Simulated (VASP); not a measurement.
Here is the system:

```yaml
crystal:
  lattice:
    - [5.88863, 0.00000, 0.00000]
    - [0.00000, 5.88863, 0.00000]
    - [0.00000, 0.00000, 5.88863]
  atoms:
    - { symbol: Zn, position: [0.01657, 0.98343, 0.98343] }
    - { symbol: Zn, position: [0.48343, 0.51657, 0.98343] }
    - { symbol: Zn, position: [0.48343, 0.98343, 0.51657] }
    - { symbol: Zn, position: [0.01657, 0.51657, 0.51657] }
    - { symbol: Te, position: [0.25000, 0.25000, 0.25000] }
    - { symbol: Te, position: [0.75000, 0.75000, 0.25000] }
    - { symbol: Te, position: [0.75000, 0.25000, 0.75000] }
    - { symbol: S, position: [0.25000, 0.75000, 0.75000] }
```

Computed with PBEsol GGA, VASP's PBE PAW potentials (set 64) (plane waves; VASP). Settings: 400 eV cut-off, Gaussian smearing of 0.050 eV, potentials Zn Te S.

Unless said otherwise, spin-orbit coupling is left out, though it shifts the bands of the heavy elements here.

Give the energies of bands 29 to 42 at the high-symmetry points, in eV from the valence-band maximum.

```csv
band,Γ,X,M,R
29,-2.74,-3.15,-3.14,-1.77
30,-2.74,-3.15,-2.82,-1.77
31,-2.13,-2.76,-2.82,-1.77
32,-2.13,-2.49,-2.44,-0.70
33,-2.13,-1.77,-1.50,-0.70
34,0.00,-1.77,-1.50,-0.70
35,0.00,-1.03,-0.80,-0.44
36,0.00,-1.03,-0.48,-0.44
37,1.02,2.66,2.86,1.08
38,2.17,2.98,3.13,2.22
39,2.17,3.42,3.73,2.22
40,2.42,3.47,3.73,2.22
41,2.42,4.60,4.91,4.93
42,2.42,4.60,5.24,4.93
```

The gap is direct, 1.02 eV, from the valence maximum at Γ to the conduction minimum at Γ.

The structure was generated: Zn4STe3 was put into an ordered model structure (P-43m), which need not be its known phase. It was relaxed first.
